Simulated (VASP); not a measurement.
Energy against volume of Tl (hcp). All values below come from AM05 GGA, VASP's PBE PAW potentials (set 64) (plane waves; VASP 6.6.1). Run with 520 eV cut-off, 12×12×7 Γ-centred mesh, first-order Methfessel-Paxton smearing of 0.10 eV, potentials Tl_d.

Shape and ions are relaxed at each volume.

```
V (Å³/atom)  E (eV/atom)
-----------  -----------
27.192          -2.30302
28.060          -2.31391
28.928          -2.31842
29.795          -2.31748
```

Question: Fit these four points and predict the energy of the run at 30.663 Å³/atom.

Answer: A cubic in V^(−2/3), the third-order Birch-Murnaghan form, passes through the four points with V0 = 29.20 Å³/atom and B0 = 32 GPa, and gives -2.3119 eV/atom there. The run gave -2.3120 eV/atom, -0.1 meV/atom from the fit; all five points give B0 = 32 GPa.

The compound is Tl in the hcp structure. It was relaxed first.
